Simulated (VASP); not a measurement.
Given:

```yaml
crystal:
  lattice:
    - [0.00000, 2.73689, 2.73689]
    - [2.73689, 0.00000, 2.73689]
    - [2.73689, 2.73689, 0.00000]
  atoms:
    - { symbol: Si, position: [0.00000, 0.00000, 0.00000] }
    - { symbol: Sn, position: [0.50000, 0.50000, 0.50000] }
```

Computed with PBEsol GGA, VASP's PBE PAW potentials (set 64) (plane waves; VASP 6.6.1). Run with 500 eV cut-off, 12×12×12 Γ-centred mesh, first-order Methfessel-Paxton smearing of 0.10 eV, potentials Si Sn_d.

Unless said otherwise, spin-orbit coupling is left out, though it shifts the bands of the heavy elements here.

Question: Predict the energy per atom (σ→0), pressure, band gap (on the k-mesh) with the smallest direct gap where there is one.

Answer: 
The band gap (on the k-mesh) comes out as none (metal, semimetal or under 0.01 eV), the energy per atom (σ→0) comes out as -4.702 eV/atom and the pressure is 5.00 GPa.

The structure was generated: SiSn was put into the rock salt type (Fm-3m), which need not be its known phase. It was relaxed first under an external pressure of 5 GPa.
